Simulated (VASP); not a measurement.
A run of VASP 6.6.1:

File POSCAR:

```
CsLi2
1.0
    3.9663300000      0.0000000000      0.0000000000
   -1.9831700000      3.4349500000      0.0000000000
    0.0000000000      0.0000000000     10.0283800000
Cs Li
1 2
Direct
    0.0000000000      0.0000000000      0.0000000000
    0.3333300000      0.6666700000      0.3486300000
    0.3333300000      0.6666700000      0.6513700000
```

File INCAR.step1:

```
ALGO     = Fast           # electronic algorithm
EDIFF    = 1E-6           # SCF threshold, eV
ENCUT    = 520            # plane-wave cutoff, eV
GGA      = PS             # functional
GGA_COMPAT= False        
ISIF     = 2              # what is computed and relaxed
ISMEAR   = -1             # smearing method
LASPH    = True           # aspherical terms in the spheres
LCHARG   = True           # write CHGCAR
LORBIT   = 11             # projections on sites
LREAL    = False          # projectors in reciprocal space
LSORBIT  = True           # spin-orbit coupling
LWAVE    = False          # write WAVECAR
MAGMOM   = 0 0 0 0 0 0 0 0 0 # initial moments
NELM     = 60             # most SCF steps
PREC     = Accurate       # precision mode
SIGMA    = 0.05           # smearing width, eV
```

Contents of KPOINTS.step1:

```
k-points
0
Gamma
  6 6 3
```

The input INCAR.step2:

```
ALGO     = Fast           # electronic algorithm
EDIFF    = 1E-6           # SCF threshold, eV
ENCUT    = 520            # plane-wave cutoff, eV
GGA      = PS             # functional
GGA_COMPAT= False        
ICHARG   = 11             # starting density
ISIF     = 2              # what is computed and relaxed
ISMEAR   = 0              # smearing method
LASPH    = True           # aspherical terms in the spheres
LCHARG   = False          # write CHGCAR
LORBIT   = 11             # projections on sites
LREAL    = False          # projectors in reciprocal space
LSORBIT  = True           # spin-orbit coupling
LWAVE    = False          # write WAVECAR
MAGMOM   = 0 0 0 0 0 0 0 0 0 # initial moments
NELM     = 60             # most SCF steps
PREC     = Accurate       # precision mode
SIGMA    = 0.05           # smearing width, eV
```

KPOINTS.step2

```
path GMKGALHA,LM,KH
20
line-mode
reciprocal
 0.0000000000  0.0000000000  0.0000000000  G
 0.5000000000  0.0000000000  0.0000000000  M

 0.5000000000  0.0000000000  0.0000000000  M
 0.3333333333  0.3333333333  0.0000000000  K

 0.3333333333  0.3333333333  0.0000000000  K
 0.0000000000  0.0000000000  0.0000000000  G

 0.0000000000  0.0000000000  0.0000000000  G
 0.0000000000  0.0000000000  0.5000000000  A

 0.0000000000  0.0000000000  0.5000000000  A
 0.5000000000  0.0000000000  0.5000000000  L

 0.5000000000  0.0000000000  0.5000000000  L
 0.3333333333  0.3333333333  0.5000000000  H

 0.3333333333  0.3333333333  0.5000000000  H
 0.0000000000  0.0000000000  0.5000000000  A

 0.5000000000  0.0000000000  0.5000000000  L
 0.5000000000  0.0000000000  0.0000000000  M

 0.3333333333  0.3333333333  0.0000000000  K
 0.3333333333  0.3333333333  0.5000000000  H
```

Potentials or basis: VASP PAW PBE potentials, release 64 (Cs_sv, Li_sv).

The run is started by

```bash
$ cat potpaw_PBE.64/Cs_sv/POTCAR potpaw_PBE.64/Li_sv/POTCAR > POTCAR
$ cp INCAR.step1 INCAR
$ cp KPOINTS.step1 KPOINTS
$ mpirun -np 1 vasp_ncl > vasp.out
$ cp INCAR.step2 INCAR
$ cp KPOINTS.step2 KPOINTS
$ mpirun -np 1 vasp_ncl > vasp.out
```

Hardware: 1 thread of AMD EPYC 9R45 96-Core Processor (Zen 5), with other jobs on the host.

**Question.** How long does it take, and how much memory?

**Answer.** Wall time 25 min on 1 thread of AMD EPYC 9R45 96-Core Processor (Zen 5), on a shared host, peak memory 1 GiB. Counts: scf iterations 22, k points 180.
